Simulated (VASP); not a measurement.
The system is GaGe.

```
Ge Ga
1.0
     0.00000    2.89784    2.89784
     2.89784    0.00000    2.89784
     2.89784    2.89784    0.00000
Ge Ga
1 1
Cartesian
  0.0000 0.0000 0.0000
  1.4489 1.4489 1.4489
```

The cell comes from a database or a generator and needn't be the stable form of this composition.

| Quantity | Value |
| --- | --- |
| Program | VASP 6.6.1 |
| Task | single point |
| Functional | PBEsol |
| Potentials or basis | VASP PAW PBE potentials, release 64 (Ge_d, Ga_d) |
| Cutoff | 520 eV |
| k mesh | 8 × 8 × 8 |
| Occupations | fermi-dirac, width 0.05 eV |
| Spin | no spin polarisation |

On this cell: pressure -2.4 GPa; largest force zero by symmetry; band gap on the k mesh none (metal or under the smearing width).

The same run follows on a disturbed copy (atoms moved at random, drawn with an rms of 0.05 Å):

```xyz
2
Lattice="0.0000 2.8978 2.8978 2.8978 0.0000 2.8978 2.8978 2.8978 0.0000" Properties=species:S:1:pos:R:3 pbc="T T T"
Ge    0.0437    0.0525   -0.0507
Ga    1.4805    1.4612    1.4101
```

Question: What does the disturbed cell give?

Answer: The energy (extrapolated to zero smearing) moves by +2.1 meV/atom; pressure -2.4 GPa; largest force 0.200 eV/Å; band gap on the k mesh none (metal or under the smearing width).

Forces in eV/Å, atoms in the order of the input:
```
Ge  -0.048 -0.188  0.047
Ga   0.048  0.188 -0.047
```

Stress tensor (GPa, compression positive):
```
-2.34 -0.27  1.00
-0.27 -2.46  0.28
 1.00  0.28 -2.34
```

Caveats: the PAW data sets were made with another functional, which shifts forces and pressure a little.
